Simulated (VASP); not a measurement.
The system is FeCu.

```
Fe Cu
1.0
     0.00000    2.16966    2.16966
     2.16966    0.00000    2.16966
     2.16966    2.16966    0.00000
Fe Cu
1 1
Direct
  0.50000 0.50000 0.50000
  0.00000 0.00000 0.00000
```

The cell was built by a generator and needn't be a form met in nature.

| Property | Result |
| --- | --- |
| Program | VASP 6.6.1 |
| Task | relaxation of cell and atoms |
| Functional | PBE |
| Potentials or basis | VASP PAW PBE potentials, release 64 (Fe, Cu) |
| Cutoff | 600 eV |
| k mesh | 11 × 11 × 11 |
| Occupations | methfessel-paxton, width 0.2 eV |
| Spin | collinear spin, ferromagnetic start |
| Starting moments | [3.0, 0.6] μB |

At the start: pressure 76.3 GPa; volume 10.21 Å³/atom.

Question: How do energy, volume and symmetry change on relaxing?

Answer: Over 4 steps the energy falls by 692.0 meV/atom and the volume is 14.14 Å³/atom (+38.5 %); space group Fm-3m (No. 225, to 0.05 Å); moment 2.98 μB per cell.

Step by step:
```
step  energy change (eV)  largest force (eV/Å)  pressure (GPa)  volume (Å³)
   1              0.0000                0.0000           76.26        20.43
   2             -0.6925                0.0000          -16.06        38.43
   3             -1.3831                0.0000           -1.37        28.50
   4             -1.3840                0.0000           -0.12        28.28
```

Final structure:
```xyz
2
Lattice="0.0000 2.4182 2.4182 2.4182 0.0000 2.4182 2.4182 2.4182 0.0000" Properties=species:S:1:pos:R:3 pbc="T T T"
Fe    2.4182    2.4182    2.4182
Cu    0.0000    0.0000    0.0000
```

Caveat: the volume moved by over 15 % at a fixed basis, so the end points are rough.
